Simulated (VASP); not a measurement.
Level of theory: PBEsol GGA, VASP's PBE PAW potentials (set 64) (plane waves; VASP 6.6.1).

The input files of a VASP run:

### POSCAR
```
CdGeAs2
11.3784360
 -0.2638346782   0.2638346782   0.5000000000
  0.2638346782  -0.2638346782   0.5000000000
  0.2638346782   0.2638346782  -0.5000000000
Cd Ge As
2 2 4
Cartesian
  0.2638346782   0.0000000000   0.2500000000
  0.0000000000   0.0000000000   0.5000000000
  0.0000000000   0.0000000000   0.0000000000
  0.0000000000   0.2638346782   0.2500000000
  0.1167310150   0.3957520172   0.1250000000
  0.1319173391   0.1471036632   0.3750000000
  0.1471036632  -0.1319173391   0.6250000000
  0.1319173391   0.1167310150  -0.1250000000
```

**INCAR**
```
SYSTEM = CdGeAs2
NELM = 100   ! most electronic steps
LWAVE = .False.
LMAXMIX = 4   ! l cut-off of mixed one-centre charges
LREAL = .False.
ISMEAR = 1   ! Methfessel-Paxton
PREC = Accurate
SIGMA = 0.1   ! width (eV)
ALGO = Normal   ! blocked Davidson
EDIFF = 1E-6   ! SCF stop (eV)
LCHARG = .False.
ISIF = 2   ! forces and stress, cell fixed
ENCUT = 210   ! plane-wave cut-off (eV)
LASPH = .True.   ! aspherical one-centre terms
GGA = PS
```

**KPOINTS**
```
Automatic mesh
0
Gamma
4 4 4
0 0 0
```

POTCAR, in this order: Cd Ge_d As (PBE.64 set). Program: vasp_std.

Output of the run:

File OSZICAR:
```
       N       E                     dE             d eps       ncg     rms          rms(c)
DAV:   1     0.390592523819E+03    0.39059E+03   -0.21895E+04  1294   0.118E+03
DAV:   2     0.115508538867E+02   -0.37904E+03   -0.37024E+03  1188   0.341E+02
DAV:   3    -0.308356807265E+02   -0.42387E+02   -0.41793E+02  1289   0.942E+01
DAV:   4    -0.320424751167E+02   -0.12068E+01   -0.12029E+01  1278   0.171E+01
DAV:   5    -0.320596254089E+02   -0.17150E-01   -0.17140E-01  1328   0.195E+00    0.902E+00
DAV:   6    -0.306357803187E+02    0.14238E+01   -0.40195E+00  1279   0.160E+01    0.403E+00
DAV:   7    -0.305609353821E+02    0.74845E-01   -0.98502E-01  1238   0.529E+00    0.168E+00
DAV:   8    -0.305516641992E+02    0.92712E-02   -0.12959E-01  1224   0.219E+00    0.405E-01
DAV:   9    -0.305500381257E+02    0.16261E-02   -0.11546E-02  1289   0.815E-01    0.101E-01
DAV:  10    -0.305502127352E+02   -0.17461E-03   -0.12001E-03  1238   0.176E-01    0.482E-02
DAV:  11    -0.305502575811E+02   -0.44846E-04   -0.30154E-04  1278   0.124E-01    0.150E-02
DAV:  12    -0.305502664412E+02   -0.88601E-05   -0.29450E-05  1163   0.260E-02    0.761E-03
DAV:  13    -0.305502673504E+02   -0.90923E-06   -0.29209E-06   987   0.612E-03
   1 F= -.30550267E+02 E0= -.30550496E+02  d E =0.685971E-03
```

### OUTCAR
```
------------------------ aborting loop because EDIFF is reached ----------------------------------------
  FORCE on cell =-STRESS in cart. coord.  units (eV):
  Direction    XX          YY          ZZ          XY          YZ          ZX
  --------------------------------------------------------------------------------------
  Total      -50.1966059    -50.1966059    -49.9097164      0.0000000      0.0000000     -0.0000000
  in kB     -392.1420994   -392.1420994   -389.9008835      0.0000000      0.0000000     -0.0000000
  external PRESSURE =    -391.3950274 kB  Pullay stress =       0.0000000 kB
  volume of cell :      205.09
      direct lattice vectors                 reciprocal lattice vectors
    -3.002026000  3.002026000  5.689218000     0.000000000  0.166554187  0.087885541
     3.002026000 -3.002026000  5.689218000     0.166554187  0.000000000  0.087885541
     3.002026000  3.002026000 -5.689218000     0.166554187  0.166554187  0.000000000
 POSITION                                       TOTAL-FORCE (eV/Angst)
 -----------------------------------------------------------------------------------
      3.00203      0.00000      2.84461         0.000000      0.000000      0.000000
      0.00000      0.00000      5.68922         0.000000      0.000000      0.000000
      0.00000      0.00000      0.00000         0.000000      0.000000      0.000000
      0.00000      3.00203      2.84461        -0.000000      0.000000     -0.000000
      1.32822      4.50304      1.42230         0.128177     -0.000000     -0.000000
      1.50101      1.67381      4.26691         0.000000     -0.128177      0.000000
      1.67381     -1.50101      7.11152        -0.128177      0.000000      0.000000
      1.50101      1.32822     -1.42230        -0.000000      0.128177     -0.000000
 -----------------------------------------------------------------------------------
    total drift:                                0.000060      0.000060      0.000075
  FREE ENERGIE OF THE ION-ELECTRON SYSTEM (eV)
  ---------------------------------------------------
  free  energy   TOTEN  =       -30.5502673504 eV

  energy  without entropy=      -30.5509533219  energy(sigma->0) =      -30.55049601
```
(Selected blocks of OUTCAR.)

At this cut-off the stress carries a Pulay error, which pulls relaxed volumes low.

The structure comes from a computed database's CdGeAs2 entry; how it stands against other phases isn't given here. The cell was not relaxed at this level. The run is one of a series of settings (ENCUT = 210, KPOINTS 4×4×4 Γ-centred mesh against the base run), some of them coarse on purpose.
